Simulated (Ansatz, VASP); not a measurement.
# Cross-check of W between VASP and Ansatz, part 2 of 2

Aim: how closely do two programs agree when they are given the same cell, functional and k mesh? The cell is taken from a series of runs on this material, whose earlier steps may have relaxed, scaled, displaced or heated it; both programs get it as it stands.

VASP 6.6.1 and Ansatz 0.2.0.

So far. Step 2 (VASP: single point, PBEsol, pair 1): The run ends at a pressure of -0.38 GPa, with forces up to 0.63 eV/Å.

## Step 4: Differences

Known differences besides the potentials themselves: Ansatz cuts the interaction across the vacuum, VASP repeats the sheet with a dipole correction; the data sets hold 140 valence electrons in Ansatz (on its PAW soft_1 files) and 60 in VASP; the cutoff is 420 eV in Ansatz and 520 eV in VASP; Ansatz makes its cores anew for this functional, VASP keeps those of its PBE data sets. Total energies have different zeros and are not compared.

Forces (eV/Å; atoms numbered as in POSCAR):

```
atom         Ansatz x, y, z           VASP x, y, z
  W1  -0.346, 0.346, -0.279   -0.447, 0.447, 0.016
  W2  0.346, -0.346, -0.279   0.447, -0.447, 0.016
  W3   -0.151, 0.151, 0.306   -0.056, 0.056, 0.186
  W4   0.151, -0.151, 0.306   0.056, -0.056, 0.186
  W5    0.000, 0.000, 0.000    0.000, 0.000, 0.000
  W6    0.000, 0.000, 0.000    0.000, 0.000, 0.000
  W7  0.151, -0.151, -0.306  0.056, -0.056, -0.186
  W8  -0.151, 0.151, -0.306  -0.056, 0.056, -0.186
  W9   0.346, -0.346, 0.279  0.447, -0.447, -0.016
 W10   -0.346, 0.346, 0.279  -0.447, 0.447, -0.016
```

The forces differ by 137 meV/Å r.m.s., which is 56.3 % of the r.m.s. force of 0.243 eV/Å (both taken over all components). With vacuum in the cell, a pressure given here is an average over mostly empty space and none of the material.

## Step 5: What the set-up changes

Further runs change the set-up of one program: Ansatz's method, potentials or start, or VASP's data sets, cutoff or form of LDA. The table gives that difference for each run.

```
                                                run  r.m.s. force difference (meV/Å)
                                           as above                              137
VASP with the data sets W_sv and a cutoff of 400 eV                               27
```

## Step 6: Ansatz: single point, PBEsol, pair 2

With cell and atoms fixed, the geometry can't cause a difference; cores, projectors, grids and the points listed under the comparison can.

The cell is taken from a series of runs on this material, whose earlier steps may have relaxed, scaled, displaced or heated it; both programs get it as it stands.

The input, input.yaml:

```yaml
crystal:
  lattice:
    - [-3.0799851754, -3.0799851754, 0.0]
    - [-3.0799851754, 3.0799851754, 0.0]
    - [0.0, 0.0, -36.4599902]
  atoms:
    - { symbol: W, position: [1.0, 0.0505078703, 0.8200805945] }
    - { symbol: W, position: [0.5, 0.4494921297, 0.8200805945] }
    - { symbol: W, position: [0.0, 0.5044953589, 0.7793861571] }
    - { symbol: W, position: [0.5, -0.0044953589, 0.7793861571] }
    - { symbol: W, position: [0.5, 0.5, 0.7349149041] }
    - { symbol: W, position: [0.0, 0.0, 0.7349149041] }
    - { symbol: W, position: [0.0, 0.4955046411, 0.6904436511] }
    - { symbol: W, position: [0.5, 0.0044953589, 0.6904436511] }
    - { symbol: W, position: [1.0, -0.0505078703, 0.6497492137] }
    - { symbol: W, position: [0.5, 0.5505078703, 0.6497492137] }
  periodic: [true, true, false]
kpoints:
  mp_grid: { grid: [8, 8, 1] }
hamiltonian:
  xc: pbesol
  pseudopotentials: { kind: paw, azcp: { folder: soft_1 }, xc_functional: pbe }
scf:
  occupations: { method: methfessel_paxton, width: 0.2 }
output:
  forces: true
  stress: true
  eigenvalues: true
```

Command:

```sh
$ ansatz run input.yaml --threads 8 --pin off --max-ram 16384MiB --backend cpu --events-out ev --progress --plain --runs-dir out
```

Numbers of over 12 decimals in the logs are rounded to 6 here.

The log of the run:

```text
[...]
Crystal: 10 atoms, lattice volume = 691.741 Å³
Basis set: ecut = 420 eV, 13513 PW (Γ), exchange–correlation on 60×60×500 points (8 copies of the dense FFT grid, shifted against one another)
Bands: 84, of which v1, the nominal top of the filled ones, is band 70 counted from 1 (69 counted from 0)
Symmetry: 8 space group operations
[...]
k-points: 25 of 64
[...]
k-point 1: bands = [... 66 lower, -5.0775, -4.8145, -4.6944, -4.5896, -3.9028, -3.8836, -3.4899, -3.3051, ... 10 higher]
  k-point 2: bands = [... 66 lower, -5.2155, -5.0224, -4.8338, -4.2943, -4.0610, -3.8550, -3.5603, -3.5053, ... 10 higher]
  k-point 24: bands = [... 66 lower, -4.8003, -4.8003, -4.4576, -4.4576, -4.4472, -4.4472, -3.6996, -3.6996, ... 10 higher]
  ° read free of the cell's end (the report's vacuum.weakly_bound_levels)
[key lines of the parts left out:]
SCF converged after 11 iterations
Free energy (F): -102565.354640 eV
Fermi energy:    -4.494028 eV
P = ½ c Tr σ = 3.3472 N/m
```

## Step 7: VASP: single point, PBEsol, pair 2

The same cell, functional, mesh and smearing now go to VASP, with its own data sets.

The input, INCAR:

```
SYSTEM = W
PREC = Accurate
ENCUT = 520
EDIFF = 1E-06
NELM = 120
ISMEAR = 1
SIGMA = 0.2
LREAL = .FALSE.
ALGO = Normal
GGA = PS
NBANDS = 40
LASPH = .TRUE.
LORBIT = 11
LWAVE = .FALSE.
LCHARG = .FALSE.
ISIF = 2
LDIPOL = .TRUE.
IDIPOL = 3
DIPOL = 0.5 0.5 0.735
LVHAR = .TRUE.
GGA_COMPAT = .FALSE.
NELMDL = -8
KPAR = 2
```

The input, POSCAR:

```
W
1.0
   -3.0799851754     -3.0799851754      0.0000000000
   -3.0799851754      3.0799851754      0.0000000000
    0.0000000000      0.0000000000    -36.4599902000
W
10
Direct
    0.0000000000      0.0505078703      0.8200805945
    0.5000000000      0.4494921297      0.8200805945
    0.0000000000      0.5044953589      0.7793861571
    0.5000000000      0.9955046411      0.7793861571
    0.5000000000      0.5000000000      0.7349149041
    0.0000000000      0.0000000000      0.7349149041
    0.0000000000      0.4955046411      0.6904436511
    0.5000000000      0.0044953589      0.6904436511
    0.0000000000      0.9494921297      0.6497492137
    0.5000000000      0.5505078703      0.6497492137
```

The input, KPOINTS:

```
Automatic mesh
0
Gamma
8 8 1
0 0 0
```

PAW data sets: W (PBE family, release 64).

Command:

```sh
$ mpirun -np 2 vasp_std
```

The log of the run:

```text
[banner, memory and clock lines left out]
running    2 mpi-ranks, on    1 nodes
[...]
[... a notice as in an earlier step ...]

 LDA part: xc-table for (Slater+PW92), standard interpolation
 POSCAR, INCAR and KPOINTS ok, starting setup
[...]
entering main loop
       N       E                     dE             d eps       ncg     rms          rms(c)
DAV:   1     0.371642615406E+03    0.37164E+03   -0.19769E+04  2000   0.111E+03
DAV:   2    -0.750045952332E+02   -0.44665E+03   -0.42126E+03  3024   0.222E+02
DAV:   3    -0.134541140249E+03   -0.59537E+02   -0.57581E+02  2368   0.875E+01
DAV:   4    -0.138354698174E+03   -0.38136E+01   -0.36955E+01  3088   0.208E+01
[...]
DAV:  30    -0.128462189520E+03   -0.40759E-05   -0.60714E-07  1624   0.297E-03    0.335E-03
DAV:  31    -0.128462191426E+03   -0.19058E-05   -0.20544E-07  1552   0.254E-03    0.692E-04
DAV:  32    -0.128462191920E+03   -0.49466E-06   -0.81675E-08  1552   0.108E-03
   1 F= -.12846219E+03 E0= -.12846312E+03  d E =0.277580E-02
```

Parts of OUTCAR (step 7):

```text
  Total        0.5591245      0.5591245      0.4285806     -0.7576061      0.0000000      0.0000000
  in kB        1.2950166      1.2950166      0.9926571     -1.7547298      0.0000000      0.0000000
  external PRESSURE =       1.1942301 kB  Pullay stress =       0.0000000 kB

 POSITION                                       TOTAL-FORCE (eV/Angst)
 -----------------------------------------------------------------------------------
     -0.15556      0.15556    -29.90013        -0.041294      0.041294     -0.308846
     -2.92442     -0.15556    -29.90013         0.041294     -0.041294     -0.308846
     -1.55384      1.55384    -28.41641        -0.184109      0.184109      0.515631
     -4.60613      1.52615    -28.41641         0.184109     -0.184109      0.515631
     -3.07999      0.00000    -26.79499        -0.000000      0.000000      0.000000
      0.00000      0.00000    -26.79499        -0.000000      0.000000      0.000000
     -1.52615      1.52615    -25.17357         0.184109     -0.184109     -0.515631
     -1.55384     -1.52615    -25.17357        -0.184109      0.184109     -0.515631
     -2.92442      2.92442    -23.68985         0.041294     -0.041294      0.308846
     -3.23555      0.15556    -23.68985        -0.041294      0.041294      0.308846
 -----------------------------------------------------------------------------------
    total drift:                               -0.000000      0.000000      0.000103

  FREE ENERGIE OF THE ION-ELECTRON SYSTEM (eV)
  ---------------------------------------------------
  free  energy   TOTEN  =      -128.4621919205 eV

  energy  without entropy=     -128.4649677158  energy(sigma->0) =     -128.46311719

[... 2 parts as in an earlier step ...]

[... 1 further part left out ...]
[key lines of the parts left out:]
E-fermi :  -1.6827
```

The run ends at a pressure of 0.12 GPa, with forces up to 0.58 eV/Å.

## Step 8: Side by side

What differs besides the data sets and the points named for the pairs above, as far as they apply: the data sets hold 140 valence electrons in Ansatz (on its PAW soft_1 files) and 60 in VASP. Total energies have different zeros and are not compared.

Forces (eV/Å; atoms numbered as in POSCAR):

```
atom         Ansatz x, y, z           VASP x, y, z
  W1  0.125, -0.125, -0.635  -0.041, 0.041, -0.309
  W2  -0.125, 0.125, -0.635  0.041, -0.041, -0.309
  W3   -0.338, 0.338, 0.666   -0.184, 0.184, 0.516
  W4   0.338, -0.338, 0.666   0.184, -0.184, 0.516
  W5    0.000, 0.000, 0.000    0.000, 0.000, 0.000
  W6    0.000, 0.000, 0.000    0.000, 0.000, 0.000
  W7  0.338, -0.338, -0.666  0.184, -0.184, -0.516
  W8  -0.338, 0.338, -0.666  -0.184, 0.184, -0.516
  W9   -0.125, 0.125, 0.635   0.041, -0.041, 0.309
 W10   0.125, -0.125, 0.635   -0.041, 0.041, 0.309
```

The forces differ by 176 meV/Å r.m.s., which is 73.1 % of the r.m.s. force of 0.240 eV/Å (both taken over all components). With vacuum in the cell, a pressure given here is an average over mostly empty space and none of the material.

## Step 9: VASP: single point, PBEsol, pair 3

With cell and atoms fixed, the geometry can't cause a difference; cores, projectors, grids and the points listed under the comparison can.

INCAR is that of step 7.

The input, POSCAR:

```
W
1.0
   -3.0799851754     -3.0799851754      0.0000000000
   -3.0799851754      3.0799851754      0.0000000000
    0.0000000000      0.0000000000    -36.4599902000
W
10
Direct
    0.0000000000      0.0734659932      0.8200805945
    0.5000000000      0.4265340068      0.8200805945
    0.0000000000      0.5065387039      0.7793861571
    0.5000000000      0.9934612961      0.7793861571
    0.5000000000      0.5000000000      0.7349149041
    0.0000000000      0.0000000000      0.7349149041
    0.0000000000      0.4934612961      0.6904436511
    0.5000000000      0.0065387039      0.6904436511
    0.0000000000      0.9265340068      0.6497492137
    0.5000000000      0.5734659932      0.6497492137
```

KPOINTS is that of step 7.

Command:

```sh
$ mpirun -np 2 vasp_std
```

The log of the run:

```text
[... set-up lines as in an earlier step ...]
 entering main loop
       N       E                     dE             d eps       ncg     rms          rms(c)
DAV:   1     0.376373199003E+03    0.37637E+03   -0.19778E+04  2000   0.111E+03
DAV:   2    -0.735987982037E+02   -0.44997E+03   -0.42578E+03  3016   0.222E+02
DAV:   3    -0.133975745789E+03   -0.60377E+02   -0.58581E+02  2384   0.881E+01
DAV:   4    -0.137669472146E+03   -0.36937E+01   -0.35990E+01  3088   0.208E+01
[...]
DAV:  29    -0.128206550244E+03   -0.49946E-05   -0.24182E-07  1616   0.197E-03    0.158E-03
DAV:  30    -0.128206551917E+03   -0.16731E-05   -0.77517E-08  1576   0.173E-03    0.942E-04
DAV:  31    -0.128206552363E+03   -0.44595E-06   -0.31652E-08  1576   0.585E-04
   1 F= -.12820655E+03 E0= -.12820912E+03  d E =0.768959E-02
```

From OUTCAR (step 9):

```text
  Total        5.7503117      5.7503117      2.8771124     -1.7246167      0.0000000     -0.0000000
  in kB       13.3185877     13.3185877      6.6638255     -3.9944720      0.0000000     -0.0000000
  external PRESSURE =      11.1003337 kB  Pullay stress =       0.0000000 kB

 POSITION                                       TOTAL-FORCE (eV/Angst)
 -----------------------------------------------------------------------------------
     -0.22627      0.22627    -29.90013         1.096290     -1.096290     -0.735652
     -2.85371     -0.22627    -29.90013        -1.096290      1.096290     -0.735652
     -1.56013      1.56013    -28.41641        -0.477795      0.477795      0.955534
     -4.59984      1.51985    -28.41641         0.477795     -0.477795      0.955534
     -3.07999      0.00000    -26.79499         0.000000      0.000000      0.000000
      0.00000      0.00000    -26.79499         0.000000      0.000000      0.000000
     -1.51985      1.51985    -25.17357         0.477795     -0.477795     -0.955534
     -1.56013     -1.51985    -25.17357        -0.477795      0.477795     -0.955534
     -2.85371      2.85371    -23.68985        -1.096290      1.096290      0.735652
     -3.30626      0.22627    -23.68985         1.096290     -1.096290      0.735652
 -----------------------------------------------------------------------------------
    total drift:                               -0.000000      0.000000      0.000102

  FREE ENERGIE OF THE ION-ELECTRON SYSTEM (eV)
  ---------------------------------------------------
  free  energy   TOTEN  =      -128.2065523631 eV

  energy  without entropy=     -128.2142419529  energy(sigma->0) =     -128.20911556

[... 2 parts as in an earlier step ...]

[... 1 further part left out ...]
[key lines of the parts left out:]
E-fermi :  -1.7810
```

The run ends at a pressure of 1.11 GPa, with forces up to 1.7 eV/Å.

## Step 10: Ansatz: single point, PBEsol, pair 3

The same cell, functional, mesh and smearing now go to Ansatz, which takes its cutoff from its data sets.

The cell is taken from a series of runs on this material, whose earlier steps may have relaxed, scaled, displaced or heated it; both programs get it as it stands.

input.yaml, the sections that differ from step 6:

```yaml
crystal:
  lattice:
    - [-3.0799851754, -3.0799851754, 0.0]
    - [-3.0799851754, 3.0799851754, 0.0]
    - [0.0, 0.0, -36.4599902]
  atoms:
    - { symbol: W, position: [1.0, 0.0734659932, 0.8200805945] }
    - { symbol: W, position: [0.5, 0.4265340068, 0.8200805945] }
    - { symbol: W, position: [0.0, 0.5065387039, 0.7793861571] }
    - { symbol: W, position: [0.5, -0.0065387039, 0.7793861571] }
    - { symbol: W, position: [0.5, 0.5, 0.7349149041] }
    - { symbol: W, position: [0.0, 0.0, 0.7349149041] }
    - { symbol: W, position: [0.0, 0.4934612961, 0.6904436511] }
    - { symbol: W, position: [0.5, 0.0065387039, 0.6904436511] }
    - { symbol: W, position: [1.0, -0.0734659932, 0.6497492137] }
    - { symbol: W, position: [0.5, 0.5734659932, 0.6497492137] }
  periodic: [true, true, false]
# kpoints, hamiltonian, scf, output: as in step 6
```

Command:

```sh
$ ansatz run input.yaml --threads 8 --pin off --max-ram 16384MiB --backend cpu --events-out ev --progress --plain --runs-dir out
```

The log of the run:

```text
[...]
Crystal: 10 atoms, lattice volume = 691.741 Å³
Basis set: ecut = 420 eV, 13513 PW (Γ), exchange–correlation on 60×60×500 points (8 copies of the dense FFT grid, shifted against one another)
Bands: 84, of which v1, the nominal top of the filled ones, is band 70 counted from 1 (69 counted from 0)
Symmetry: 8 space group operations
[...]
k-points: 25 of 64
[...]
k-point 1: bands = [... 66 lower, -5.3360, -4.9024, -4.7828, -4.7158, -4.1537, -3.9350, -3.6718, -3.4996, ... 10 higher]
  k-point 2: bands = [... 66 lower, -5.4206, -5.1716, -4.9605, -4.4780, -4.2276, -4.0155, -3.4701, -3.4259, ... 10 higher]
  k-point 24: bands = [... 66 lower, -5.1590, -5.1590, -4.5149, -4.5149, -4.4619, -4.4619, -3.7669, -3.7669, ... 10 higher]
  ° read free of the cell's end (the report's vacuum.weakly_bound_levels)
[key lines of the parts left out:]
SCF converged after 11 iterations
Free energy (F): -102564.986459 eV
Fermi energy:    -4.612959 eV
P = ½ c Tr σ = 7.9950 N/m
```

## Step 11: Side by side

What differs besides the data sets and the points named for the pairs above, as far as they apply: the data sets hold 140 valence electrons in Ansatz (on its PAW soft_1 files) and 60 in VASP. Total energies have different zeros and are not compared.

Forces (eV/Å; atoms numbered as in POSCAR):

```
atom         Ansatz x, y, z           VASP x, y, z
  W1  1.368, -1.368, -1.123  1.096, -1.096, -0.736
  W2  -1.368, 1.368, -1.123  -1.096, 1.096, -0.736
  W3   -0.718, 0.718, 1.171   -0.478, 0.478, 0.956
  W4   0.718, -0.718, 1.171   0.478, -0.478, 0.956
  W5    0.000, 0.000, 0.000    0.000, 0.000, 0.000
  W6    0.000, 0.000, 0.000    0.000, 0.000, 0.000
  W7  0.718, -0.718, -1.171  0.478, -0.478, -0.956
  W8  -0.718, 0.718, -1.171  -0.478, 0.478, -0.956
  W9   -1.368, 1.368, 1.123   -1.096, 1.096, 0.736
 W10   1.368, -1.368, 1.123   1.096, -1.096, 0.736
```

The forces differ by 248 meV/Å r.m.s., which is 32.7 % of the r.m.s. force of 0.758 eV/Å (both taken over all components). With vacuum in the cell, a pressure given here is an average over mostly empty space and none of the material.

## Step 12: Summary of results

- r.m.s. force difference (single point, PBEsol, pair 1): 56 % of the r.m.s. force
- r.m.s. force difference (single point, PBEsol, pair 2): 73 % of the r.m.s. force
- r.m.s. force difference (single point, PBEsol, pair 3): 33 % of the r.m.s. force

The r.m.s. force difference is 73 % of the r.m.s. force (single point, PBEsol, pair 2), beyond the 3 % picked in this series as the mark of a large difference. The data sets hold unlike numbers of valence electrons (140 in Ansatz and 60 in VASP), so part of the differences comes from the potentials. Single point, PBEsol, pair 1, VASP with the data sets W_sv and a cutoff of 400 eV: r.m.s. force difference goes from 137 to 27 meV/Å. What causes the difference of the single point, PBEsol, pair 2 pair stays open here. What causes the difference of the single point, PBEsol, pair 3 pair stays open here. How closely two codes agree says nothing of how well the functional describes the real material.

[Lines on the potential files, build, host, timing and source positions are cut from VASP's logs without a mark.]

[Logs are printed without paths, hosts, clocks, repeated set-up lines and the standing remarks that a program may print on its own settings, such as how far it seeks lower states.]

[Hosts, paths, dates, database ids (printed as entryN), source tags and the programs' standing remarks are cut or masked in the printed files.]
